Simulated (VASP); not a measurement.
Data:

```
CELL_PARAMETERS angstrom
      0.00000     2.86715     2.86715
      2.86715     0.00000     2.86715
      2.86715     2.86715     0.00000
ATOMIC_POSITIONS crystal
  Zn 0.00000 0.00000 0.00000
  Se 0.25000 0.25000 0.25000
```

These are PBE GGA, VASP's PBE PAW potentials (set 64) (plane waves; VASP 6.6.1) values and carry that method's errors. Settings: 400 eV cut-off, Gaussian smearing of 0.050 eV, potentials Zn Se.

Q: Give the energies of bands 2 to 12 at the high-symmetry points, in eV from the valence-band maximum.

A: 
```tsv
band	Γ	X	U	L	W
2	-6.42	-6.37	-6.33	-6.34	-6.31
3	-6.42	-6.19	-6.23	-6.34	-6.23
4	-6.42	-6.19	-6.15	-6.07	-6.11
5	-6.08	-6.04	-6.06	-6.07	-6.11
6	-6.08	-5.92	-5.84	-5.94	-5.81
7	0.00	-4.60	-4.55	-5.01	-4.52
8	0.00	-2.06	-2.92	-0.82	-2.62
9	0.00	-2.06	-1.69	-0.82	-2.50
10	1.15	3.06	3.60	2.48	5.39
11	5.81	3.46	5.52	6.38	5.48
12	5.81	10.49	8.94	6.38	6.89
```

The gap is direct, 1.15 eV, from the valence maximum at Γ to the conduction minimum at Γ.

Measured: gap 2.87 eV (computed value off by -1.72 eV), as given by Wei Chen et al., Physical Review Materials (2018), doi:10.1103/physrevmaterials.2.073803 [zero-point renormalisation of 0.05 eV added back (the table's ZPR column)].

The compound is ZnSe in the zinc blende structure. It was relaxed first.
